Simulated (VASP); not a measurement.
Runs of VASP 6.6.1 on TiO2. It takes space group P4_2/mnm (No. 136, tetragonal). Conventional cell: a = 4.645 Å, b = 4.645 Å, c = 2.967 Å, α = 90.00°, β = 90.00°, γ = 90.00°. Ti (site symmetry mmm) is surrounded by 6 O at 1.96 to 2.00 Å. Around O (site symmetry m2m) lie 3 Ti at 1.96 to 2.00 Å. The cell is a database's computed one.

```tsv
task	level	potentials or basis	cell	k mesh	cutoff (eV)	gap on the mesh (eV)	pressure (GPa)	largest force (eV/Å)
band structure	LDA	VASP PAW LDA potentials, release 64 (Ti_sv, O)	as given	8 × 8 × 12	450	(a)	-	0.12
relaxation of cell and atoms	PBE	VASP PAW PBE potentials, release 64 (Ti_sv, O)	relaxed	7 × 7 × 10	600	1.83	0.0	-
band structure	PBE	VASP PAW PBE potentials, release 64 (Ti_sv, O)	as given	8 × 8 × 12	450	1.83	-	(b)
dielectric tensor	PBE	VASP PAW PBE potentials, release 64 (Ti_sv, O)	as given	7 × 7 × 11	450	1.83	-	-
band structure	r2SCAN	VASP PAW PBE potentials, release 64 (Ti_sv, O)	as given	8 × 8 × 12	450	2.19	-	0.04
band structure	PBE	VASP PAW PBE potentials, release 64 (Ti_sv, O)	as given	8 × 8 × 12	600	1.83	0.0	-
```

Alike in all rows: no spin polarisation; smearing gaussian 0.02 eV.

Task: Estimate the missing entries.

Result: (a) 1.74; (b) 0.01.

Caveats: the cutoff is under 1.25 times the usual one of these potentials, so pressure, stress and relaxed cells hold a basis-set (Pulay) error (some runs); an odd mesh through Γ misses points on the zone boundary, where band edges often lie (some runs); the relaxation stopped at its first step, so nothing moved (some runs); some modes are imaginary (some runs); the PAW data sets were made with another functional, which shifts forces and pressure a little (some runs).
